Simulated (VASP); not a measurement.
Computed with MS2 meta-GGA, VASP's PBE PAW potentials (set 64) (plane waves; VASP 6.6.1).

The input files of a VASP run:

### INCAR
```
ALGO  =  Normal
LMIXTAU  =  .TRUE.
LCHARG  =  .FALSE.
EDIFFG  =  -0.02   ! ionic stop
PREC  =  Accurate
NELM  =  100
LWAVE  =  .FALSE.
ENCUT  =  520
ISIF  =  3
SIGMA  =  0.05   ! width (eV)
LASPH  =  .TRUE.   ! aspherical one-centre terms
METAGGA  =  MS2
SYSTEM  =  SnSe2
LREAL  =  .FALSE.   ! projection in real space or not
IBRION  =  2
EDIFF  =  1E-6   ! SCF stop (eV)
LMAXMIX  =  4   ! l cut-off of mixed one-centre charges
NSW  =  60   ! most ionic steps
ISMEAR  =  0
```

**POSCAR**
```
SnSe2
1
    1.9165081874    -3.3194897690    -0.0000000000
    1.9165081874     3.3194897690    -0.0000000000
    0.0000000000    -0.0000000000     6.2366366484
Sn Se
1 2
Direct
  0.0000000000   1.0000000000   0.0000000000
  0.3333330000   0.6666670000   0.2525926708
  0.6666670000   0.3333330000   0.7474073292
```

File KPOINTS:
```
Regular mesh
0
G
 6 6 3
0 0 0
```

POTCAR, in this order: Sn_d Se (PBE.64 set). Program: vasp_std.

The resulting files:

File OSZICAR:
```
...
DAV:   6    -0.103326602593E+02    0.61188E-03   -0.10103E-03   665   0.391E-01    0.422E-02
DAV:   7    -0.103327626437E+02   -0.10238E-03   -0.62064E-04   625   0.313E-01    0.249E-02
DAV:   8    -0.103327801606E+02   -0.17517E-04   -0.50170E-05   653   0.892E-02    0.737E-03
DAV:   9    -0.103327383824E+02    0.41778E-04   -0.22752E-05   604   0.528E-02    0.360E-03
DAV:  10    -0.103327441929E+02   -0.58105E-05   -0.45607E-06   586   0.244E-02    0.179E-03
DAV:  11    -0.103327449373E+02   -0.74441E-06   -0.18237E-06   513   0.153E-02
   7 F= -.10332745E+02 E0= -.10332745E+02  d E =-.129943E-01
       N       E                     dE             d eps       ncg     rms          rms(c)
DAV:   1    -0.103360391635E+02   -0.32950E-02   -0.53779E-01   597   0.751E+00    0.542E-01
DAV:   2    -0.103352359483E+02    0.80322E-03   -0.39228E-02   589   0.253E+00    0.273E-01
DAV:   3    -0.103335168833E+02    0.17191E-02   -0.43334E-03   646   0.898E-01    0.126E-01
DAV:   4    -0.103331911166E+02    0.32577E-03   -0.20291E-03   607   0.587E-01    0.428E-02
DAV:   5    -0.103331657408E+02    0.25376E-04   -0.53642E-04   581   0.291E-01    0.302E-02
DAV:   6    -0.103330530657E+02    0.11268E-03   -0.71339E-05   634   0.108E-01    0.103E-02
DAV:   7    -0.103330247328E+02    0.28333E-04   -0.39587E-05   593   0.820E-02    0.656E-03
DAV:   8    -0.103330238951E+02    0.83775E-06   -0.40642E-06   620   0.245E-02
   8 F= -.10333024E+02 E0= -.10333024E+02  d E =-.132733E-01
       N       E                     dE             d eps       ncg     rms          rms(c)
DAV:   1    -0.103353059293E+02   -0.22812E-02   -0.40274E-01   597   0.648E+00    0.468E-01
DAV:   2    -0.103347438936E+02    0.56204E-03   -0.29345E-02   589   0.219E+00    0.236E-01
DAV:   3    -0.103334608740E+02    0.12830E-02   -0.32421E-03   654   0.777E-01    0.109E-01
DAV:   4    -0.103332183973E+02    0.24248E-03   -0.15094E-03   607   0.505E-01    0.373E-02
DAV:   5    -0.103331828383E+02    0.35559E-04   -0.39256E-04   581   0.249E-01    0.263E-02
DAV:   6    -0.103330857239E+02    0.97114E-04   -0.52799E-05   637   0.930E-02    0.891E-03
DAV:   7    -0.103330607398E+02    0.24984E-04   -0.29707E-05   593   0.713E-02    0.569E-03
DAV:   8    -0.103330599480E+02    0.79185E-06   -0.30322E-06   620   0.214E-02
   9 F= -.10333060E+02 E0= -.10333060E+02  d E =-.133093E-01
       N       E                     dE             d eps       ncg     rms          rms(c)
DAV:   1    -0.103708981970E+02   -0.37837E-01   -0.12438E+00   728   0.178E+01    0.127E+00
DAV:   2    -0.103406939693E+02    0.30204E-01   -0.92891E-02   734   0.513E+00    0.550E-01
DAV:   3    -0.103312057866E+02    0.94882E-02   -0.22796E-02   664   0.227E+00    0.182E-01
DAV:   4    -0.103321284684E+02   -0.92268E-03   -0.69425E-03   579   0.966E-01    0.117E-01
DAV:   5    -0.103316812705E+02    0.44720E-03   -0.63142E-04   627   0.336E-01    0.738E-02
DAV:   6    -0.103312638970E+02    0.41737E-03   -0.27918E-04   750   0.250E-01    0.171E-02
DAV:   7    -0.103312365591E+02    0.27338E-04   -0.13017E-04   582   0.151E-01    0.748E-03
DAV:   8    -0.103312607470E+02   -0.24188E-04   -0.63017E-05   582   0.116E-01    0.906E-03
DAV:   9    -0.103312470526E+02    0.13694E-04   -0.31994E-06   733   0.188E-02    0.623E-03
DAV:  10    -0.103312299743E+02    0.17078E-04   -0.32525E-06   472   0.238E-02    0.251E-03
DAV:  11    -0.103312130890E+02    0.16885E-04   -0.17161E-06   337   0.181E-02    0.175E-03
DAV:  12    -0.103312177553E+02   -0.46663E-05   -0.46427E-07   291   0.815E-03    0.959E-04
DAV:  13    -0.103312180061E+02   -0.25074E-06   -0.11775E-07   289   0.390E-03
  10 F= -.10331218E+02 E0= -.10331218E+02  d E =0.184194E-02
       N       E                     dE             d eps       ncg     rms          rms(c)
DAV:   1    -0.103517714974E+02   -0.20554E-01   -0.52997E-01   727   0.112E+01    0.843E-01
DAV:   2    -0.103370171097E+02    0.14754E-01   -0.40634E-02   734   0.346E+00    0.366E-01
DAV:   3    -0.103325089628E+02    0.45081E-02   -0.97745E-03   664   0.151E+00    0.122E-01
DAV:   4    -0.103330024136E+02   -0.49345E-03   -0.28795E-03   579   0.621E-01    0.802E-02
DAV:   5    -0.103331999519E+02   -0.19754E-03   -0.29552E-04   603   0.234E-01    0.519E-02
DAV:   6    -0.103334307743E+02   -0.23082E-03   -0.13436E-04   744   0.176E-01    0.116E-02
DAV:   7    -0.103334833481E+02   -0.52574E-04   -0.56661E-05   582   0.977E-02    0.486E-03
DAV:   8    -0.103334812230E+02    0.21251E-05   -0.26737E-05   581   0.759E-02    0.601E-03
DAV:   9    -0.103334850653E+02   -0.38423E-05   -0.10989E-06   485   0.108E-02    0.490E-03
DAV:  10    -0.103334930200E+02   -0.79547E-05   -0.11188E-06   358   0.127E-02    0.299E-03
DAV:  11    -0.103335122926E+02   -0.19273E-04   -0.15955E-06   393   0.175E-02    0.199E-03
DAV:  12    -0.103335075237E+02    0.47690E-05   -0.35713E-07   292   0.714E-03    0.129E-03
DAV:  13    -0.103335081458E+02   -0.62218E-06   -0.72814E-08   290   0.362E-03
  11 F= -.10333508E+02 E0= -.10333508E+02  d E =-.448198E-03
       N       E                     dE             d eps       ncg     rms          rms(c)
DAV:   1    -0.103341865173E+02   -0.67899E-03   -0.18253E-02   728   0.211E+00    0.156E-01
DAV:   2    -0.103335398705E+02    0.64665E-03   -0.13894E-03   734   0.638E-01    0.675E-02
DAV:   3    -0.103333437467E+02    0.19612E-03   -0.33518E-04   665   0.280E-01    0.226E-02
DAV:   4    -0.103333743841E+02   -0.30637E-04   -0.10081E-04   579   0.116E-01    0.147E-02
DAV:   5    -0.103334172007E+02   -0.42817E-04   -0.10038E-05   604   0.432E-02    0.939E-03
DAV:   6    -0.103334617461E+02   -0.44545E-04   -0.44507E-06   696   0.321E-02    0.216E-03
DAV:   7    -0.103334696066E+02   -0.78605E-05   -0.19226E-06   566   0.182E-02    0.926E-04
DAV:   8    -0.103334683270E+02    0.12796E-05   -0.86006E-07   357   0.140E-02    0.106E-03
DAV:   9    -0.103334695314E+02   -0.12044E-05   -0.75232E-08   289   0.355E-03    0.796E-04
DAV:  10    -0.103334707916E+02   -0.12602E-05   -0.28162E-08   289   0.190E-03    0.562E-04
DAV:  11    -0.103334741921E+02   -0.34005E-05   -0.50657E-08   289   0.334E-03    0.217E-04
DAV:  12    -0.103334741726E+02    0.19453E-07   -0.77902E-09   289   0.102E-03
  12 F= -.10333474E+02 E0= -.10333474E+02  d E =-.414225E-03
       N       E                     dE             d eps       ncg     rms          rms(c)
DAV:   1    -0.103344435118E+02   -0.96932E-03   -0.52810E-02   619   0.173E+00    0.184E-01
DAV:   2    -0.103335529832E+02    0.89053E-03   -0.41086E-03   715   0.754E-01    0.111E-01
DAV:   3    -0.103333555769E+02    0.19741E-03   -0.11070E-03   655   0.481E-01    0.388E-02
DAV:   4    -0.103332566308E+02    0.98946E-04   -0.36902E-04   603   0.200E-01    0.158E-02
DAV:   5    -0.103332993683E+02   -0.42737E-04   -0.10323E-04   602   0.101E-01    0.836E-03
DAV:   6    -0.103332954500E+02    0.39183E-05   -0.10193E-05   653   0.342E-02    0.331E-03
DAV:   7    -0.103332991895E+02   -0.37394E-05   -0.80648E-06   609   0.320E-02    0.131E-03
DAV:   8    -0.103333007207E+02   -0.15312E-05   -0.61113E-07   462   0.101E-02    0.620E-04
DAV:   9    -0.103333006306E+02    0.90036E-07   -0.22323E-07   299   0.517E-03
  13 F= -.10333301E+02 E0= -.10333301E+02  d E =0.173542E-03
       N       E                     dE             d eps       ncg     rms          rms(c)
DAV:   1    -0.103340192824E+02   -0.71856E-03   -0.28727E-02   619   0.128E+00    0.136E-01
DAV:   2    -0.103334934522E+02    0.52583E-03   -0.22426E-03   666   0.565E-01    0.819E-02
DAV:   3    -0.103334768628E+02    0.16589E-04   -0.61705E-04   629   0.351E-01    0.285E-02
DAV:   4    -0.103334700139E+02    0.68489E-05   -0.20396E-04   605   0.142E-01    0.121E-02
DAV:   5    -0.103335039837E+02   -0.33970E-04   -0.56013E-05   600   0.737E-02    0.649E-03
DAV:   6    -0.103335035655E+02    0.41819E-06   -0.56051E-06   670   0.266E-02
  14 F= -.10333504E+02 E0= -.10333504E+02  d E =-.293929E-04
```

**OUTCAR**
```
------------------------ aborting loop because EDIFF is reached ----------------------------------------
  FORCE on cell =-STRESS in cart. coord.  units (eV):
  Direction    XX          YY          ZZ          XY          YZ          ZX
  --------------------------------------------------------------------------------------
  Total        0.0051379      0.0051379     -0.0171860      0.0000000      0.0000000      0.0000000
  in kB        0.0990633      0.0990633     -0.3313635      0.0000000      0.0000000      0.0000000
  external PRESSURE =      -0.0444123 kB  Pullay stress =       0.0000000 kB
  volume of cell :       83.10
      direct lattice vectors                 reciprocal lattice vectors
     1.908975525 -3.306442812 -0.000000000     0.261920592 -0.151219915 -0.000000000
     1.908975525  3.306442812  0.000000000     0.261920592  0.151219915 -0.000000000
     0.000000000 -0.000000000  6.582468319    -0.000000000 -0.000000000  0.151918695
 POSITION                                       TOTAL-FORCE (eV/Angst)
 -----------------------------------------------------------------------------------
      0.00000     -0.00000      0.00000         0.000000      0.000000      0.000000
      1.90898      1.10215      1.56754        -0.000000     -0.000000     -0.007778
      1.90898     -1.10215      5.01493         0.000000      0.000000      0.007778
 -----------------------------------------------------------------------------------
    total drift:                                0.000000     -0.000000      0.000000
  FREE ENERGIE OF THE ION-ELECTRON SYSTEM (eV)
  ---------------------------------------------------
  free  energy   TOTEN  =       -10.3335035655 eV

  energy  without entropy=      -10.3335035655  energy(sigma->0) =      -10.33350357

 reached required accuracy - stopping structural energy minimisation
```
(Selected blocks of OUTCAR.)

CONTCAR:
```
SnSe2
   1.00000000000000
     1.9089755245781703   -3.3064428116697884   -0.0000000000000002
     1.9089755245781703    3.3064428116697884    0.0000000000000002
     0.0000000000000001   -0.0000000000000000    6.5824683189270070
  Sn              Se
     1     2
Direct
     0.0000000000000000    0.0000000000000000    0.0000000000000000
     0.3333330000000032    0.6666669999999968    0.2381391303875957
     0.6666669999999968    0.3333330000000032    0.7618608696124044
```

Energy and stress use the plane-wave basis of the starting cell.

The compound is SnSe2 in the 1T layered structure. This run relaxes it. Symmetry was kept, so distortions that lower it aren't found. The start is the result of an earlier pass.
